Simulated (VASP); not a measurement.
# TiRh (P4/mmm) in VASP: further runs

Runs on TiRh. Level: LDA. Tasks: single point.

Program: VASP 6.6.1. These are calculated values, not measurements. Logs are shortened: lines on timing, memory, paths and dates and some standing lists are left out, and cuts for length are marked.

## Step 1: The cell of the first run

It takes space group P4/mmm (No. 123, tetragonal). Conventional cell: a = 3.115 Å, b = 3.115 Å, c = 3.271 Å, α = 90.00°, β = 90.00°, γ = 90.00°. Ti (site symmetry 4/mmm) has 8 Rh at 2.74 Å and 4 Ti at 3.12 Å as nearest neighbours. Rh (site symmetry 4/mmm) is surrounded by 8 Ti at 2.74 Å and 4 Rh at 3.12 Å.

The cell comes from a database or a generator and needn't be the stable form of this composition.

## Step 2: Single point, LDA (strain +0.000 along x and y, +0.050 along z, atoms carried along)

The input, INCAR:

```
SYSTEM = TiRh
ALGO     = Fast           ! electronic algorithm
EDIFF    = 1E-6           ! SCF threshold, eV
ENCUT    = 520            ! plane-wave cutoff, eV
GGA      = CA             ! functional
ISIF     = 2              ! what is computed and relaxed
ISMEAR   = 0              ! smearing method
LASPH    = .True.         ! aspherical terms in the spheres
LCHARG   = .False.        ! write CHGCAR
LREAL    = .False.        ! projectors in reciprocal space
LWAVE    = .False.        ! write WAVECAR
NBANDS   = 20             ! bands
NELM     = 100            ! most SCF steps
PREC     = Accurate       ! precision mode
SIGMA    = 0.15           ! smearing width, eV
```

The input, KPOINTS:

```
k-points
0
Gamma
  16 16 16
  0 0 0
```

The input, POSCAR:

```
TiRh
1.0
    3.1152020000      0.0000000000      0.0000000000
    0.0000000000      3.1152020000      0.0000000000
    0.0000000000      0.0000000000      3.2709621000
Ti Rh
1 1
Direct
    0.5000000000      0.5000000000      0.5000000000
    0.0000000000      0.0000000000      0.0000000000
```

Potentials or basis: VASP PAW LDA potentials, release 64 (Ti_sv, Rh_pv).

On the command line:

```sh
$ cat potpaw_LDA.64/Ti_sv/POTCAR potpaw_LDA.64/Rh_pv/POTCAR > POTCAR
$ mpirun -np 1 vasp_std > vasp.out
```

OUTCAR:

```text
SYSTEM = TiRh
   EDIFF = 1E-6
   ENCUT = 520
   GGA = CA
   ISIF = 2
   ISMEAR = 0
   LASPH = .True.
   LREAL = .False.
   NELM = 100
   PREC = Accurate

 ion  position               nearest neighbor table
   1  0.500  0.500  0.500-   2 2.74   2 2.74   2 2.74   2 2.74   2 2.74   2 2.74   2 2.74   2 2.74

   2  0.000  0.000  0.000-   1 2.74   1 2.74   1 2.74   1 2.74   1 2.74   1 2.74   1 2.74   1 2.74

  LATTYP: Found a simple tetragonal cell.
 ALAT       =     3.1152020000
 C/A-ratio  =     1.0500000000

  Lattice vectors:

 A1 = (   3.1152020000,   0.0000000000,   0.0000000000)
 A2 = (   0.0000000000,   3.1152020000,   0.0000000000)
 A3 = (   0.0000000000,   0.0000000000,   3.2709621000)

Analysis of symmetry for initial positions (statically):
=====================================================================
 Subroutine PRICEL returns:
 Original cell was already a primitive cell.

 Routine SETGRP: Setting up the symmetry group for a
 simple tetragonal supercell.

 Subroutine GETGRP returns: Found 16 space group operations
 (whereof 16 operations were pure point group operations)
 out of a pool of 16 trial point group operations.

The static configuration has the point symmetry D_4h.

Analysis of symmetry for dynamics (positions and initial velocities):
=====================================================================
 Subroutine PRICEL returns:
 Original cell was already a primitive cell.

 Routine SETGRP: Setting up the symmetry group for a
 simple tetragonal supercell.

 Subroutine GETGRP returns: Found 16 space group operations
 (whereof 16 operations were pure point group operations)
 out of a pool of 16 trial point group operations.

The dynamic configuration has the point symmetry D_4h.

 Subroutine INISYM returns: Found 16 space group operations
 (whereof 16 operations are pure point group operations),
 and found     1 'primitive' translations

----------------------------------------------------------------------------------------

                                     Primitive cell

  volume of cell :      31.7430

  direct lattice vectors                    reciprocal lattice vectors
     3.115202000  0.000000000  0.000000000     0.321006471  0.000000000  0.000000000
     0.000000000  3.115202000  0.000000000     0.000000000  0.321006471  0.000000000
     0.000000000  0.000000000  3.270962100     0.000000000  0.000000000  0.305720448

  length of vectors
     3.115202000  3.115202000  3.270962100     0.321006471  0.321006471  0.305720448

  position of ions in fractional coordinates (direct lattice)
     0.500000000  0.500000000  0.500000000
     0.000000000  0.000000000  0.000000000

  ion indices of the primitive-cell ions
   primitive index   ion index
                 1           1
                 2           2

----------------------------------------------------------------------------------------

 KPOINTS: k-points

Automatic generation of k-mesh.
 Grid dimensions read from file:
 generate k-points for:   16   16   16

 Generating k-lattice:

  Cartesian coordinates                     Fractional coordinates (reciprocal lattice)
     0.020062904  0.000000000  0.000000000     0.062500000  0.000000000  0.000000000
     0.000000000  0.020062904  0.000000000     0.000000000  0.062500000  0.000000000
     0.000000000  0.000000000  0.019107528     0.000000000  0.000000000  0.062500000

  Length of vectors
     0.020062904  0.020062904  0.019107528

  Shift w.r.t. Gamma in fractional coordinates (k-lattice)
     0.000000000  0.000000000  0.000000000

 Subroutine IBZKPT returns following result:
 ===========================================

 Found    405 irreducible k-points:

 Following reciprocal coordinates:
            Coordinates               Weight
  0.000000  0.000000  0.000000      1.000000
  0.062500  0.000000  0.000000      4.000000
  0.125000  0.000000  0.000000      4.000000
  0.187500  0.000000  0.000000      4.000000
  0.250000  0.000000  0.000000      4.000000
  0.312500  0.000000  0.000000      4.000000
[... 16 lines left out ...]
  0.437500  0.125000  0.000000      8.000000
  0.500000  0.125000  0.000000      4.000000
 [... further k-points ...]
   k-points           NKPTS =    405   k-points in BZ     NKDIM =    405   number of bands    NBANDS=     20
   number of dos      NEDOS =    301   number of ions     NIONS =      2
   total plane-waves  NPLWV =  13824
   dimension x,y,z NGX =    24 NGY =   24 NGZ =   24
   dimension x,y,z NGXF=    48 NGYF=   48 NGZF=   48
   ions per type =               1   1
   NGX,Y,Z   is equivalent  to a cutoff of  12.81, 12.81, 12.20 a.u.
   NGXF,Y,Z  is equivalent  to a cutoff of  25.62, 25.62, 24.40 a.u.
 SYSTEM =  TiRh
   PREC   = accura    normal or accurate (medium, high low for compatibility)
   ISTART =      0    job   : 0-new  1-cont  2-samecut
   ICHARG =      2    charge: 1-file 2-atom 10-const
   ISPIN  =      1    spin polarized calculation?
   LNONCOLLINEAR =      F non collinear calculations
   LSORBIT =      F    spin-orbit coupling
   LASPH  =      T    aspherical Exc in radial PAW
   ENCUT  =  520.0 eV  38.22 Ry    6.18 a.u.   5.79  5.79  6.08*2*pi/ulx,y,z
   NELM   =    100;   NELMIN=  2; NELMDL= -5     # of ELM steps
   EDIFF  = 0.1E-05   stopping-criterion for ELM
   LREAL  =      F    real-space projection
   EDIFFG = 0.1E-04   stopping-criterion for IOM
   NSW    =      0    number of steps for IOM
   IBRION =     -1    ionic relax: 0-MD 1-quasi-New 2-CG
   NFREE  =      0    steps in history (QN), initial steepest desc. (CG)
   ISIF   =      2    stress and relaxation
   ISYM   =      2    0-nonsym 1-usesym 2-fastsym
   POTIM  = 0.5000    time-step for ionic-motion
   TEBEG  =    0.0;   TEEND  =   0.0 temperature during run
   PSTRESS=    0.0 pullay stress
   NELECT =      27.0000    total number of electrons
   NUPDOWN=      -1.0000    fix difference up-down
   EMIN   =  10.00;   EMAX   =-10.00  energy-range for DOS
   EFERMI =   0.00;   METHOD = LEGACY
   ISMEAR =     0;   SIGMA  =   0.15  broadening in eV -4-tet -1-fermi 0-gaus
   EFERMI_NEDOS =   21; number of points for ismear=-14 and -15
   IALGO  =     68    algorithm
   IMIX   =      4    mixing-type and parameters
     AMIX     =   0.40;   BMIX     =  1.00
     AMIX_MAG =   1.60;   BMIX_MAG =  1.00
  volume/ion in A,a.u.               =      15.87       107.11
  Fermi-wavevector in a.u.,A,eV,Ry     =   1.551125  2.931201 32.735461  2.405988
  Thomas-Fermi vector in A             =   2.655689
   LORBIT       =      0    0 simple, 1 ext, 2 COOP (PROOUT), +10 PAW based schemes
   GGA     = CA    functional components
   LHFCALC =     F    Hartree Fock is set to
   AEXX    =    0.0000 exact exchange contribution
   IVDW    =     0    specifies the selected vdW correction
   LEPSILON=     F    determine dielectric tensor
   LRPA    =     F    only Hartree local field effects (RPA)
 non-spin polarized calculation
 RMM-DIIS sequential band-by-band and
 Gauss-broadening in eV      SIGMA  =   0.15
  energy-cutoff  :      520.00
  volume of cell :       31.74
 maximum number of plane-waves:       880
 NGX is ok and might be reduce to    24
   NGX = 11   NGY = 11   NGZ = 13

 number of electron      27.0000013 magnetization

 Free energy of the ion-electron system (eV)
  ---------------------------------------------------
  ext. energy  EPLUGINS =         0.00000000
  ---------------------------------------------------
  free energy    TOTEN  =       -18.48398337 eV

  energy without entropy =      -18.45026916  energy(sigma->0) =      -18.46712627

 E-fermi :   9.7123     XC(G=0): -12.8406

 val. band max:        9.7121637135   @ k =   0.1250   0.1250   0.3125
 cond. band min:       9.7155252445   @ k =   0.4375   0.0000   0.1250
 fundamental gap:      0.0033615310
 Fermi energy:         9.7122965499

 k-point     1 :       0.0000    0.0000    0.0000
  band No.  band energies     occupation
      1     -47.2477      2.00000
      2     -36.7023      2.00000
      3     -36.6971      2.00000
      4     -36.6971      2.00000
      5     -23.7875      2.00000
      6     -23.7528      2.00000
[... 12 lines left out ...]
     19      16.9936      0.00000
     20      18.4148      0.00000

 k-point     2 :       0.0625    0.0000    0.0000
  band No.  band energies     occupation
      1     -47.2471      2.00000
      2     -36.7019      2.00000
      3     -36.7001      2.00000
      4     -36.6968      2.00000
      5     -23.7872      2.00000
      6     -23.7606      2.00000
[... 12 lines left out ...]
     19      17.2197      0.00000
     20      18.0772      0.00000

 k-point     3 :       0.1250    0.0000    0.0000
  band No.  band energies     occupation
      1     -47.2453      2.00000
      2     -36.7087      2.00000
      3     -36.7009      2.00000
      4     -36.6959      2.00000
      5     -23.7864      2.00000
      6     -23.7827      2.00000
[... 12 lines left out ...]
     19      17.2179      0.00000
     20      17.8304      0.00000

 k-point     4 :       0.1875    0.0000    0.0000
  band No.  band energies     occupation
      1     -47.2426      2.00000
      2     -36.7216      2.00000
      3     -36.6993      2.00000
      4     -36.6945      2.00000
      5     -23.8156      2.00000
      6     -23.7853      2.00000
[... 12 lines left out ...]
     19      16.1281      0.00000
     20      18.7022      0.00000

 k-point     5 :       0.2500    0.0000    0.0000
  band No.  band energies     occupation
      1     -47.2394      2.00000
      2     -36.7366      2.00000
      3     -36.6975      2.00000
      4     -36.6928      2.00000
      5     -23.8543      2.00000
      6     -23.7839      2.00000
[... 12 lines left out ...]
     19      15.0072      0.00000
     20      19.7404      0.00000
[... 353 lines left out ...]
      6     -23.7801      2.00000
[... 12 lines left out ...]
     19      14.3605      0.00000
     20      20.3746      0.00000

 k-point    22 :       0.3750    0.1250    0.0000
  band No.  band energies     occupation
      1     -47.2307      2.00000
      2     -36.7642      2.00000
      3     -36.7024      2.00000
      4     -36.6930      2.00000
      5     -23.9202      2.00000
      6     -23.7787      2.00000
[... 12 lines left out ...]
     19      13.4650      0.00000
     20      21.2545      0.00000

 k-point    23 :       0.4375    0.1250    0.0000
  band No.  band energies     occupation
      1     -47.2288      2.00000
      2     -36.7729      2.00000
      3     -36.7016      2.00000
      4     -36.6920      2.00000
      5     -23.9412      2.00000
      6     -23.7777      2.00000
[... 12 lines left out ...]
     19      12.9013      0.00000
     20      22.0872      0.00000

 k-point    24 :       0.5000    0.1250    0.0000
  band No.  band energies     occupation
      1     -47.2282      2.00000
      2     -36.7759      2.00000
      3     -36.7013      2.00000
      4     -36.6916      2.00000
      5     -23.9485      2.00000
      6     -23.7773      2.00000
[... 12 lines left out ...]
     19      12.7196      0.00000
     20      22.6508      0.00000

 [... further k-points ...]

------------------------ aborting loop because EDIFF is reached ----------------------------------------

  FORCE on cell =-STRESS in cart. coord.  units (eV):
  Direction    XX          YY          ZZ          XY          YZ          ZX
  --------------------------------------------------------------------------------------
  -------------------------------------------------------------------------------------
  Total       -4.0955174     -4.0955174     -3.6331187      0.0000000      0.0000000      0.0000000
  in kB     -206.7147261   -206.7147261   -183.3758883      0.0000000      0.0000000      0.0000000
  external PRESSURE =    -198.9351135 kB  Pullay stress =       0.0000000 kB

 VOLUME and BASIS-vectors are now :
 -----------------------------------------------------------------------------
  energy-cutoff  :      520.00
  volume of cell :       31.74
      direct lattice vectors                 reciprocal lattice vectors
     3.115202000  0.000000000  0.000000000     0.321006471  0.000000000  0.000000000
     0.000000000  3.115202000  0.000000000     0.000000000  0.321006471  0.000000000
     0.000000000  0.000000000  3.270962100     0.000000000  0.000000000  0.305720448

 POSITION                                       TOTAL-FORCE (eV/Angst)
 -----------------------------------------------------------------------------------
      1.55760      1.55760      1.63548         0.000000      0.000000      0.000000
      0.00000      0.00000      0.00000         0.000000      0.000000      0.000000
 -----------------------------------------------------------------------------------
    total drift:                                0.000000      0.000000     -0.000000

  FREE ENERGIE OF THE ION-ELECTRON SYSTEM (eV)
  ---------------------------------------------------
  free  energy   TOTEN  =       -18.4839833680 eV

  energy  without entropy=      -18.4502691622  energy(sigma->0) =      -18.46712627
```

Wall time 2.4 min (1 thread of Intel Xeon 6975P-C (Granite Rapids), shared host); peak memory 0.34 GiB.

Results:

```yaml
Free_energy: -18.4840 eV
Pressure: -19.9 GPa
Band_gap_on_the_k_mesh: none (metal or under the smearing width)
```

Levels at points of the mesh, in eV from the Fermi level:
```csv
k point,band 9,band 10,band 11,band 12,band 13,band 14,band 15,band 16,band 17,band 18
"(0.00, 0.00, 0.00)",-4.79,-4.76,-2.26,-2.26,-1.98,0.51,0.89,2.23,2.29,2.29
"(0.50, 0.00, 0.00)",-3.55,-3.29,-2.63,-2.38,-1.60,-0.95,0.04,0.35,0.65,1.36
"(0.50, 0.50, 0.00)",-4.67,-3.60,-3.60,-0.67,0.19,0.94,0.94,1.39,2.27,2.51
"(0.00, 0.00, 0.50)",-3.72,-3.54,-2.31,-2.31,-1.47,-1.09,0.01,0.43,0.43,1.49
"(0.50, 0.00, 0.50)",-4.73,-3.25,-3.20,-0.93,-0.14,0.60,0.62,0.91,2.13,2.43
"(0.50, 0.50, 0.50)",-3.70,-3.70,-1.79,-1.60,-1.60,-0.84,-0.63,2.10,2.31,7.59
```

Caveat: so large a pressure means that the cell lies far from this level's equilibrium, or that cutoff or potentials fall short.

## Step 3: Single point, LDA (strain -0.050 along x and y, +0.000 along z, atoms carried along)

The input, INCAR:

```
ALGO = Fast ; EDIFF = 1E-6
ENCUT = 520 ; GGA = CA
ISIF = 2 ; ISMEAR = 0
LASPH = T ; LCHARG = F
LREAL = F ; LWAVE = F
NBANDS = 20 ; NELM = 100
PREC = Accurate ; SIGMA = 0.15
```

The input, KPOINTS:

```
k-points
0
Gamma
  16 16 16
```

The input, POSCAR:

```
TiRh
1.0
    2.9594419000      0.0000000000      0.0000000000
    0.0000000000      2.9594419000      0.0000000000
    0.0000000000      0.0000000000      3.1152020000
Ti Rh
1 1
Direct
    0.5000000000      0.5000000000      0.5000000000
    0.0000000000      0.0000000000      0.0000000000
```

Potentials or basis: VASP PAW LDA potentials, release 64 (Ti_sv, Rh_pv).

On the command line:

```sh
$ cat potpaw_LDA.64/Ti_sv/POTCAR potpaw_LDA.64/Rh_pv/POTCAR > POTCAR
$ mpirun -np 1 vasp_std > vasp.out
```

It took 2.1 min on 1 thread of Intel Xeon 6975P-C (Granite Rapids), shared host; peak memory 0.31 GiB.

The run converged. Its results:

```
Free energy            : -18.6990 eV
Pressure               : 8.3 GPa
Band gap on the k mesh : none (metal or under the smearing width)
```

Stress tensor (GPa, compression positive):
```
 6.88  0.00  0.00
 0.00  6.88  0.00
 0.00  0.00 11.08
```

Levels at points of the mesh, in eV from the Fermi level:
```tsv
k point	band 10	band 11	band 12	band 13	band 14	band 15	band 16	band 17
(0.00, 0.00, 0.00)	-5.90	-2.77	-2.77	-2.39	0.57	1.08	2.74	2.81
(0.50, 0.00, 0.00)	-3.65	-3.19	-2.89	-1.95	-1.36	-0.05	0.34	0.99
(0.50, 0.50, 0.00)	-4.45	-4.45	-0.75	0.31	1.17	1.17	1.73	2.78
(0.00, 0.00, 0.50)	-3.93	-2.79	-2.79	-1.77	-1.52	0.16	0.45	0.45
(0.50, 0.00, 0.50)	-4.00	-3.93	-1.11	-0.10	0.74	0.79	1.09	2.60
(0.50, 0.50, 0.50)	-4.38	-2.23	-1.98	-1.98	-0.99	-0.69	2.55	2.84
```

(Part 1 of 2 ends here.)
